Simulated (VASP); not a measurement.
An input for Quantum ESPRESSO's pw.x (written as the equivalent of a VASP run, and not itself run):

```
&CONTROL
  calculation = 'scf'
  pseudo_dir = './pseudo'
  outdir = './out'
  tprnfor = .true.
  tstress = .true.
/
&SYSTEM
  ibrav = 0
  nat = 4
  ntyp = 2
  ecutwfc = 82
  occupations = 'smearing'
  smearing = 'methfessel-paxton'
  degauss = 0.00735
  input_dft = 'pbesol'
/
&ELECTRONS
  conv_thr = 7.3e-09
  electron_maxstep = 100
/
ATOMIC_SPECIES
  Nb 92.906 Nb.upf
  Ir 192.217 Ir.upf
CELL_PARAMETERS angstrom
     3.7657344    0.0000000    0.0000000
     0.0000000    3.7657344    0.0000000
     0.0000000    0.0000000    3.7657344
ATOMIC_POSITIONS crystal
  Nb   0.0000000  0.0000000  0.0000000
  Ir   0.5000000  0.5000000  0.0000000
  Ir   0.0000000  0.5000000  0.5000000
  Ir   0.5000000  0.0000000  0.5000000
K_POINTS automatic
  8 8 8 0 0 0
```

### Question
Translate this input to VASP (INCAR, KPOINTS, POSCAR, choice of POTCAR).

### Answer
Several could match; the one computed here: 
### INCAR
```
SYSTEM = NbIr3
PREC = Accurate
ENCUT = 480
EDIFF = 1E-7
NELM = 100
ALGO = Normal
LREAL = .FALSE.
LASPH = .TRUE.
ISMEAR = 1
SIGMA = 0.1
GGA = PS
LMAXMIX = 6
LWAVE = .FALSE.
LCHARG = .FALSE.
ISIF = 2
```

### POSCAR
```
NbIr3
3.7657340
  1.0000001149   0.0000000000   0.0000000000
  0.0000000000   1.0000001149   0.0000000000
  0.0000000000   0.0000000000   1.0000001149
Nb Ir
1 3
direct
  0.0000000000   0.0000000000   0.0000000000
  0.5000000000   0.5000000000   0.0000000000
  0.0000000000   0.5000000000   0.5000000000
  0.5000000000   0.0000000000   0.5000000000
```

### KPOINTS
```
Automatic mesh
0
Gamma
8 8 8
0 0 0
```

POTCAR, in this order: Nb_sv Ir (PBE.64 set). Program: vasp_std.

Limits of the translation: the potentials are each code's own (VASP's PAW set, PseudoDojo norm-conserving files in pw.x), so ENCUT and ecutwfc are chosen apart and not converted; conv_thr bounds pw.x's estimated SCF error, while EDIFF bounds the energy change between steps.

The structure comes from a computed database's NbIr3 entry (Pm-3m); how it stands against other phases isn't given here. This cell was strained or had an atom moved on purpose.
